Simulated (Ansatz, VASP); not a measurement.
## As2S: VASP beside Ansatz

```
As S
1.0
     4.25703    0.00000    0.00000
     0.00000    4.25703    0.00000
     0.00000    0.00000    6.49538
As S
4 2
Direct
  0.00000 0.00000 0.00000
  0.50000 0.50000 0.00000
  0.00000 0.50000 0.27000
  0.50000 0.00000 0.73000
  0.00000 0.50000 0.70000
  0.50000 0.00000 0.30000
```

Alike in both runs: task single point; functional r2SCAN; k mesh 4 × 4 × 4; occupations gaussian, width 0.1 eV; no spin polarisation.

```csv
,VASP,Ansatz
version,VASP 6.6.1,Ansatz 0.2.0
potentials or method,"VASP PAW PBE potentials, release 64 (As, S)","scalar-relativistic, plane waves, PAW"
plane-wave cutoff (eV),520,500
valence electrons in the cell,32,72
```

|  | VASP | Ansatz | Ansatz less VASP |
| --- | --- | --- | --- |
| gap on the k mesh at the Fermi level (eV) | none | none | - |
| pressure (GPa) | 0.2 | 0.4 | +0.14 |
| largest component of the traceless stress (GPa) | 2.77 | 2.78 | +0.009 |
| rms of the force components (eV/Å) | 0.341 | 0.343 | +0.0023 |

Atom by atom the forces differ by 0.003 eV/Å (rms over components). A gap of «none» marks a metal or a gap that the smearing closes. The two sets of potentials don't hold the same shells in valence.

Caveats: the k mesh is coarse (spacing up to 0.37 Å⁻¹), so the values aren't converged; the PAW data sets were made with another functional, which shifts forces and pressure a little (VASP).
